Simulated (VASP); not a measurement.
Input:

```
CELL_PARAMETERS angstrom
      0.00000     2.96820     2.96820
      2.96820     0.00000     2.96820
      2.96820     2.96820     0.00000
ATOMIC_POSITIONS crystal
  Cd 0.00000 0.00000 0.00000
  S  0.25000 0.25000 0.25000
```

The numbers are results of RPBE GGA, VASP's PBE PAW potentials (set 64) (plane waves; VASP), not measurements. Run with 400 eV cut-off, 7×7×7 Γ-centred mesh, Gaussian smearing of 0.050 eV, potentials Cd S.

Q: Give the stress tensor in GPa (positive for a compressed cell).

A: 
```
1.67  0.00  0.00
0.00  1.67  0.00
0.00  0.00  1.67
```
The pressure is its mean diagonal, 1.67 GPa.

The compound is CdS in the zinc blende structure, a metastable form; wurtzite is the usual one. The cell was not relaxed at this level. The run is one of a series of settings (GGA = RP against the base run), some of them coarse on purpose.
